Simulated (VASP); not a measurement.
Here is the system:

```
FeSi
1.0
    4.44682     0.00000     0.00000
    0.00000     4.44682     0.00000
    0.00000     0.00000     4.44682
Fe Si
4 4
Direct
  0.86339   0.63661   0.36339
  0.36339   0.86339   0.63661
  0.13661   0.13661   0.13661
  0.63661   0.36339   0.86339
  0.15907   0.34093   0.65907
  0.65907   0.15907   0.34093
  0.84093   0.84093   0.84093
  0.34093   0.65907   0.15907
```

The numbers are results of PBE GGA, VASP's PBE PAW potentials (set 64) (plane waves; VASP), not measurements. Settings: 400 eV cut-off, 11×11×11 Γ-centred mesh, Gaussian smearing of 0.010 eV, potentials Fe Si.

Task: Estimate the energy per atom (σ→0).

Result: 
The energy per atom (σ→0) is -7.348 eV/atom.

Total energies compare only between runs with the same potentials, cut-off and functional.

The compound is FeSi in the B20 structure. It was relaxed first. The run is not spin-polarised, so no magnetic state was tried.
